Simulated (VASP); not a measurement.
Computed with r2SCAN meta-GGA, VASP's PBE PAW potentials (set 64) (plane waves; VASP).

VASP ran on this input.

POSCAR:
```
PdIn(110) slab
1
    4.6294565834     0.0000000000     0.0000000000
    0.0000000000     3.2735201987     0.0000000000
    0.0000000000     0.0000000000    24.3674679301
In Pd
4 4
Direct
  0.7500000000   0.5000000000   0.3526079196
  0.2500000000   0.5000000000   0.4509784633
  0.7500000000   0.5000000000   0.5490215367
  0.2500000000   0.5000000000   0.6473920804
  0.2500000000   0.0000000000   0.3620577355
  0.7500000000   0.0000000000   0.4558150377
  0.2500000000   0.0000000000   0.5441849623
  0.7500000000   0.0000000000   0.6379422645
```

**KPOINTS**
```
Automatic mesh
0
gamma
  6 8 1
0 0 0
```

### INCAR
```
# general
SYSTEM   =  PdIn(110) slab
PREC     =  Normal
ENCUT    =  400   # plane-wave cut-off (eV)
LREAL    =  .FALSE.   # projection in real space or not
LASPH    =  .TRUE.   # aspherical one-centre terms

# electronic loop
EDIFF    =  1E-6   # SCF stop (eV)
NELM     =  100   # most electronic steps
NELMIN   =  4
ALGO     =  Normal
LMAXMIX  =  4   # l cut-off of mixed one-centre charges
LMIXTAU  =  .TRUE.

# smearing
ISMEAR   =  1   # Methfessel-Paxton
SIGMA    =  0.1   # width (eV)

# functional
METAGGA  =  R2SCAN

# output
LWAVE    =  .FALSE.
LCHARG   =  .FALSE.
LORBIT   =  11
LVHAR    =  .TRUE.

# other
LDIPOL   =  .TRUE.
IDIPOL   =  3
DIPOL    =  0.5 0.5 0.5
```

POTCAR, in this order: In_d Pd (PBE.64 set). Program: vasp_std. Read from the step before: WAVECAR.

The run wrote:

File OUTCAR:
```
 ion  position               nearest neighbor table
   1  0.750  0.500  0.353-   5 2.84   5 2.84   5 2.84   5 2.84   6 3.00   6 3.00   2 3.33   2 3.33
  LATTYP: Found a simple orthorhombic cell.
 ALAT       =     3.2735201987
 B/A-ratio  =     1.4142135385
 C/A-ratio  =     7.4438116923
 Subroutine PRICEL returns:
 Original cell was already a primitive cell.
 Subroutine GETGRP returns: Found  8 space group operations
The static configuration has the point symmetry C_2h.
 The point group associated with its full space group is D_2h.
The dynamic configuration has the point symmetry C_2h.
 Subroutine INISYM returns: Found  8 space group operations
 Subroutine IBZKPT returns following result:
 Found     20 irreducible k-points:

 Following reciprocal coordinates:
            Coordinates               Weight
  0.000000  0.000000  0.000000      1.000000
  0.166667  0.000000  0.000000      2.000000
  0.333333  0.000000  0.000000      2.000000
  0.500000  0.000000  0.000000      1.000000
  0.000000  0.125000  0.000000      2.000000
  0.166667  0.125000  0.000000      4.000000
  0.333333  0.125000  0.000000      4.000000
  0.500000  0.125000  0.000000      2.000000
  0.000000  0.250000  0.000000      2.000000
  0.166667  0.250000  0.000000      4.000000
  0.333333  0.250000  0.000000      4.000000
  0.500000  0.250000  0.000000      2.000000
  0.000000  0.375000  0.000000      2.000000
  0.166667  0.375000  0.000000      4.000000
  0.333333  0.375000  0.000000      4.000000
  0.500000  0.375000  0.000000      2.000000
  0.000000  0.500000  0.000000      1.000000
  0.166667  0.500000  0.000000      2.000000
  0.333333  0.500000  0.000000      2.000000
  0.500000  0.500000  0.000000      1.000000
   k-points           NKPTS =     20   k-points in BZ     NKDIM =     20   number of bands    NBANDS=     55
   number of dos      NEDOS =    301   number of ions     NIONS =      8
...
```

OSZICAR:
```
       N       E                     dE             d eps       ncg     rms          rms(c)
DAV:   1    -0.184970956497E+03   -0.18497E+03   -0.26990E-06  1749   0.148E-02    0.113E-03
DAV:   2    -0.184970958033E+03   -0.15357E-05   -0.94480E-07  1382   0.109E-02    0.115E-03
DAV:   3    -0.184970959100E+03   -0.10669E-05   -0.28597E-07  1342   0.558E-03    0.560E-04
DAV:   4    -0.184970957324E+03    0.17754E-05   -0.11009E-07  1262   0.289E-03    0.505E-04
DAV:   5    -0.184970958825E+03   -0.15011E-05   -0.14077E-07  1328   0.335E-03    0.361E-04
DAV:   6    -0.184970960622E+03   -0.17962E-05   -0.38252E-07  1368   0.481E-03    0.239E-04
DAV:   7    -0.184970961207E+03   -0.58565E-06   -0.29411E-07  1360   0.462E-03
   1 F= -.18497096E+03 E0= -.18496933E+03  d E =-.490197E-02
```

**OUTCAR**
```
------------------------ aborting loop because EDIFF is reached ----------------------------------------
  FORCE on cell =-STRESS in cart. coord.  units (eV):
  Direction    XX          YY          ZZ          XY          YZ          ZX
  --------------------------------------------------------------------------------------
  Total       -6.5108852     -4.8532218     -0.1180351      0.0000000      0.0000000      0.0000000
  in kB      -28.2484859    -21.0564560     -0.5121136      0.0000000      0.0000000      0.0000000
  external PRESSURE =     -16.6056852 kB  Pullay stress =       0.0000000 kB
  volume of cell :      369.28
      direct lattice vectors                 reciprocal lattice vectors
     4.629456583  0.000000000  0.000000000     0.216008074  0.000000000  0.000000000
     0.000000000  3.273520199  0.000000000     0.000000000  0.305481543  0.000000000
     0.000000000  0.000000000 24.367467930     0.000000000  0.000000000  0.041038322
 POSITION                                       TOTAL-FORCE (eV/Angst)
 -----------------------------------------------------------------------------------
      3.47209      1.63676      8.59216         0.000000      0.000000     -0.008936
      1.15736      1.63676     10.98920        -0.000000      0.000000      0.019732
      3.47209      1.63676     13.37826         0.000000      0.000000     -0.019732
      1.15736      1.63676     15.77531        -0.000000     -0.000000      0.008936
      1.15736      0.00000      8.82243         0.000000      0.000000     -0.006445
      3.47209      0.00000     11.10706         0.000000      0.000000      0.014597
      1.15736      0.00000     13.26041        -0.000000      0.000000     -0.014597
      3.47209      0.00000     15.54504         0.000000      0.000000      0.006445
 -----------------------------------------------------------------------------------
    total drift:                                0.000000      0.000000     -0.000000
  FREE ENERGIE OF THE ION-ELECTRON SYSTEM (eV)
  ---------------------------------------------------
  free  energy   TOTEN  =      -184.9709612073 eV

  energy  without entropy=     -184.9660592412  energy(sigma->0) =     -184.96932722

 total charge

# of ion       s       p       d       tot
------------------------------------------
    1        0.888   0.620   9.864  11.372
    2        0.814   0.785   9.907  11.505
    3        0.814   0.785   9.907  11.505
    4        0.888   0.620   9.864  11.372
    5        0.441   0.351   8.612   9.405
    6        0.445   0.393   8.653   9.492
    7        0.445   0.393   8.653   9.492
    8        0.441   0.351   8.612   9.405
--------------------------------------------------
tot          5.177   4.298  74.074  83.549
```
(Selected blocks of OUTCAR.)

File OUTCAR:
```
 val. band max:        1.0426638784   @ k =   0.3333   0.3750   0.0000

 cond. band min:       1.0798835803   @ k =   0.3333   0.2500   0.0000


 Fermi energy:         1.0728970962

 k-point     1 :       0.0000    0.0000    0.0000
  band No.  band energies     occupation
      1     -14.3607      2.00000
      2     -14.2793      2.00000
      3     -14.2773      2.00000
      4     -14.2536      2.00000
      5     -14.1054      2.00000
      6     -14.0996      2.00000
      7     -14.0990      2.00000
      8     -14.0405      2.00000
      9     -14.0354      2.00000
     10     -14.0349      2.00000
     11     -14.0340      2.00000
     12     -14.0335      2.00000
     13     -13.8442      2.00000
     14     -13.8394      2.00000
     15     -13.7823      2.00000
     16     -13.7735      2.00000
     17     -13.7718      2.00000
     18     -13.7638      2.00000
     19     -13.7631      2.00000
     20     -13.7287      2.00000
     21      -8.7861      2.00000
     22      -7.5212      2.00000
     23      -6.0092      2.00000
     24      -5.2309      2.00000
     25      -2.9122      2.00000
     26      -2.7663      2.00000
     27      -2.7565      2.00000
     28      -2.6503      2.00000
     29      -2.4157      2.00000
     30      -2.3596      2.00000
     31      -1.9620      2.00000
     32      -1.7906      2.00000
     33      -1.7273      2.00000
     34      -1.7103      2.00000
     35      -1.6466      2.00000
     36      -1.6307      2.00000
     37      -1.4004      2.00000
     38      -1.2553      2.00000
     39      -1.2324      2.00000
     40      -1.2172      2.00000
     41      -1.1523      2.00000
     42      -1.0841      2.00000
     43      -0.9661      2.00000
     44      -0.8941      2.00000
     45      -0.2294      2.00000
     46      -0.1915      2.00000
     47       1.4872     -0.00000
     48       3.1916      0.00000
     49       3.3780      0.00000
     50       3.7574      0.00000
     51       4.5982      0.00000
...
```

Unless said otherwise, spin-orbit coupling is left out, though it shifts the bands of the heavy elements here.

The cell is a thin slab with vacuum, built from PdIn (CsCl type): (110) face.
